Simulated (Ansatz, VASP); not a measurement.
**Two plane-wave programs on TlGa2**

The input INCAR:

```
SYSTEM = TlGa2
PREC = Accurate
ENCUT = 520
EDIFF = 1E-7
ISMEAR = 0
SIGMA = 0.1
LREAL = .False.
LASPH = .True.
NELM = 100
ALGO = Fast
ISIF = 2
LWAVE = .False.
LCHARG = .True.
GGA = PE
LELF = .True.
LVHAR = .True.
NBANDS = 48
```

KPOINTS

```
Automatic mesh
0
Gamma
  6 6 2
  0 0 0
```

File POSCAR:

```
TlGa2
1.0
    3.2966723957      0.0000000000      0.0000000000
   -1.6483361978      2.8550020426      0.0000000000
    0.0000000000      0.0000000000     12.8227037546
Tl Ga
2 4
Direct
    0.3333333333      0.6666666667      0.2500000000
    0.6666666667      0.3333333333      0.7500000000
    0.3333333333      0.6666666667      0.6275000000
    0.6666666667      0.3333333333      0.1275000000
    0.3333333333      0.6666666667      0.8725000000
    0.6666666667      0.3333333333      0.3725000000
```

Input for Ansatz:

```yaml
crystal:
  lattice:
    - [3.2966723957, 0.0, 0.0]
    - [-1.6483361978, 2.8550020426, 0.0]
    - [0.0, 0.0, 12.8227037546]
  atoms:
    - { symbol: Tl, position: [0.3333333333, 0.6666666667, 0.25] }
    - { symbol: Tl, position: [0.6666666667, 0.3333333333, 0.75] }
    - { symbol: Ga, position: [0.3333333333, 0.6666666667, 0.6275] }
    - { symbol: Ga, position: [0.6666666667, 0.3333333333, 0.1275] }
    - { symbol: Ga, position: [0.3333333333, 0.6666666667, 0.8725] }
    - { symbol: Ga, position: [0.6666666667, 0.3333333333, 0.3725] }
basis:
  ecutwfc: 420
kpoints:
  mp_grid: { grid: [6, 6, 2] }
hamiltonian:
  xc: pbe
scf:
  occupations: { method: gaussian, width: 0.1 }
  lower_state_search: "off"
output:
  forces: true
  stress: true
  eigenvalues: true
```

Alike in both runs: task single point; functional PBE; k mesh 6 × 6 × 2; occupations gaussian, width 0.1 eV; no spin polarisation.

|  | VASP | Ansatz |
| --- | --- | --- |
| version | VASP 6.6.1 | Ansatz 0.2.0 |
| potentials or method | VASP PAW PBE potentials, release 64 (Tl_d, Ga_d) | scalar-relativistic, plane waves, PAW |
| plane-wave cutoff (eV) | 520 | 420 |
| valence electrons in the cell | 78 | 78 |

```tsv
	VASP	Ansatz	Ansatz less VASP
gap on the k mesh at the Fermi level (eV)	none	none	-
rms of the force components (eV/Å)	2.621	2.597	-0.0243
```

Atom by atom the forces differ by 0.024 eV/Å (rms over components). A gap of «none» marks a metal or a gap that the smearing closes. With one functional, cell and mesh, what is left measures potentials, basis and numerics.

Caveats: the k mesh is coarse (spacing up to 0.37 Å⁻¹), so the values aren't converged; forces of over 1 eV/Å show positions far from the minimum, so gaps and moduli don't describe the material at rest. Spin-orbit coupling is left out, which matters for the levels of Tl.
